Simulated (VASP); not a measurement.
All values below come from revPBE GGA, VASP's PBE PAW potentials (set 64) (plane waves; VASP 6.6.1).

VASP ran on this input.

INCAR:
```
ALGO  =  Normal
EDIFF  =  1E-6
EDIFFG  =  -0.01
ENCUT  =  520
GGA  =  RE
IBRION  =  2
ISIF  =  3
ISMEAR  =  0
LASPH  =  .True.
LCHARG  =  .False.
LREAL  =  .False.
LWAVE  =  .False.
NELM  =  100
NSW  =  60
PREC  =  Accurate
SIGMA  =  0.05
SYSTEM  =  BN
```

File KPOINTS:
```
Automatic mesh
0
Gamma
11 11 11
0 0 0
```

POSCAR:
```
BN
1.0
  0.0000000000   1.8199204518   1.8199204518
  1.8199204518   0.0000000000   1.8199204518
  1.8199204518   1.8199204518   0.0000000000
B N
1 1
Direct
  0.0000000000   0.0000000000   0.0000000000
  0.2500000000   0.2500000000   0.2500000000
```

POTCAR, in this order: B N (PBE.64 set). Program: vasp_std.

Q: What does the run give for the energy per atom (σ→0)?

A: 
```yaml
energy per atom (σ→0): -8.387 eV/atom
```

**OSZICAR**
```
...
DAV:   6    -0.168364277094E+02    0.82680E+00   -0.33784E+00  1136   0.134E+01    0.327E+00
DAV:   7    -0.167814022140E+02    0.55025E-01   -0.84878E-02  1176   0.289E+00    0.192E+00
DAV:   8    -0.167731369908E+02    0.82652E-02   -0.36357E-02   968   0.183E+00    0.159E-01
DAV:   9    -0.167734650909E+02   -0.32810E-03   -0.70278E-04   928   0.273E-01    0.709E-02
DAV:  10    -0.167736097867E+02   -0.14470E-03   -0.21955E-04  1264   0.149E-01    0.157E-02
DAV:  11    -0.167736184980E+02   -0.87114E-05   -0.15395E-05  1040   0.393E-02    0.878E-03
DAV:  12    -0.167736186941E+02   -0.19607E-06   -0.19834E-06   688   0.122E-02
   1 F= -.16773619E+02 E0= -.16773619E+02  d E =-.167736E+02
```

The compound is BN in the zinc blende structure. It was relaxed first. The start is the result of an earlier pass.
